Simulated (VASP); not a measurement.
```
CELL_PARAMETERS angstrom
      4.07172     0.00000     0.00000
      0.00000     4.07172     0.00000
      0.00000     0.00000     4.29526
ATOMIC_POSITIONS crystal
  Ba 0.00000 0.00000 0.00950
  Ti 0.50000 0.50000 0.52880
  O  0.50000 0.50000 0.96072
  O  0.00000 0.50000 0.48249
  O  0.50000 0.00000 0.48249
```

Method: PW91 GGA, VASP's PBE PAW potentials (set 64) (plane waves; VASP). Run with 520 eV cut-off, 6×6×5 Γ-centred mesh, Gaussian smearing of 0.050 eV, potentials Ba_sv Ti_sv O.

Q: The ions and cell shape at fixed volume are relaxed. Give the cell that the relaxation ends in.

A: 
```
CELL_PARAMETERS angstrom
      3.98483     0.00000     0.00000
      0.00000     3.98483     0.00000
      0.00000     0.00000     4.48461
ATOMIC_POSITIONS crystal
  Ba 0.00000 0.00000 0.03020
  Ti 0.50000 0.50000 0.54078
  O  0.50000 0.50000 0.94033
  O  0.00000 0.50000 0.47635
  O  0.50000 0.00000 0.47635
```
Space group P4mm (99), at a tolerance of 0.03 Å.

Q: How much energy does the relaxation gain?

A: The energy (σ→0) changes by -10.7 meV/atom, in 15 ionic steps.

The compound is BaTiO3 in the tetragonal perovskite structure. This cell is one point of a volume scan, at 1.06 of the reference volume. Symmetry was kept, so distortions that lower it aren't found.
